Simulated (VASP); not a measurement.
A run of VASP 6.6.1:

The input POSCAR:

```
AlN                                     
1.0
    0.0000000000      2.2005482856      2.2005482856
    2.2005482856      0.0000000000      2.2005482856
    2.2005482856      2.2005482856      0.0000000000
  Al              N             
     1     1
Direct
     0.0000000000000000    0.0000000000000000    0.0000000000000000
     0.7500000000000000    0.7500000000000000    0.7500000000000000
```

INCAR.step1

```
SYSTEM = AlN
PREC     = Accurate       ! precision mode
ENCUT    = 520            ! plane-wave cutoff, eV
EDIFF    = 1E-7           ! SCF threshold, eV
ISMEAR   = 0              ! smearing method
SIGMA    = 0.02           ! smearing width, eV
LREAL    = .False.        ! projectors in reciprocal space
LASPH    = .True.         ! aspherical terms in the spheres
NELM     = 80             ! most SCF steps
ALGO     = Normal         ! electronic algorithm
ISIF     = 2              ! what is computed and relaxed
LWAVE    = .False.        ! write WAVECAR
LCHARG   = .True.         ! write CHGCAR
GGA      = PE             ! functional
```

File KPOINTS.step1:

```
regular mesh
0
Gamma
  12 12 12
  0 0 0
```

File INCAR.step2:

```
SYSTEM = AlN
PREC     = Accurate       ! precision mode
ENCUT    = 520            ! plane-wave cutoff, eV
EDIFF    = 1E-7           ! SCF threshold, eV
ISMEAR   = 0              ! smearing method
SIGMA    = 0.05           ! smearing width, eV
LREAL    = .False.        ! projectors in reciprocal space
LASPH    = .True.         ! aspherical terms in the spheres
NELM     = 80             ! most SCF steps
ALGO     = Normal         ! electronic algorithm
ISIF     = 2              ! what is computed and relaxed
LWAVE    = .False.        ! write WAVECAR
LCHARG   = .False.        ! write CHGCAR
GGA      = PE             ! functional
ICHARG   = 11             ! starting density
```

KPOINTS.step2

```
path GXWKGLUWLK,UX
10
line-mode
reciprocal
 0.0000000000  0.0000000000  0.0000000000  G
 0.5000000000  0.0000000000  0.5000000000  X

 0.5000000000  0.0000000000  0.5000000000  X
 0.5000000000  0.2500000000  0.7500000000  W

 0.5000000000  0.2500000000  0.7500000000  W
 0.3750000000  0.3750000000  0.7500000000  K

 0.3750000000  0.3750000000  0.7500000000  K
 0.0000000000  0.0000000000  0.0000000000  G

 0.0000000000  0.0000000000  0.0000000000  G
 0.5000000000  0.5000000000  0.5000000000  L

 0.5000000000  0.5000000000  0.5000000000  L
 0.6250000000  0.2500000000  0.6250000000  U

 0.6250000000  0.2500000000  0.6250000000  U
 0.5000000000  0.2500000000  0.7500000000  W

 0.5000000000  0.2500000000  0.7500000000  W
 0.5000000000  0.5000000000  0.5000000000  L

 0.5000000000  0.5000000000  0.5000000000  L
 0.3750000000  0.3750000000  0.7500000000  K

 0.6250000000  0.2500000000  0.6250000000  U
 0.5000000000  0.0000000000  0.5000000000  X
```

Potentials or basis: VASP PAW PBE potentials, release 64 (Al, N).

The run is started by

```console
$ cat potpaw_PBE.64/Al/POTCAR potpaw_PBE.64/N/POTCAR > POTCAR
$ cp INCAR.step1 INCAR
$ cp KPOINTS.step1 KPOINTS
$ mpirun -np 1 vasp_std > vasp.out
$ cp INCAR.step2 INCAR
$ cp KPOINTS.step2 KPOINTS
$ mpirun -np 1 vasp_std > vasp.out
```

Hardware: 1 thread of Intel(R) Xeon(R) 6975P-C (Granite Rapids) (shared host).

Problem. Estimate the wall time of this run.

Solution. Wall time 8.6 s on 1 thread of Intel(R) Xeon(R) 6975P-C (Granite Rapids) (shared host), peak memory 0.13 GiB. Counts: scf iterations 6, k points 100.
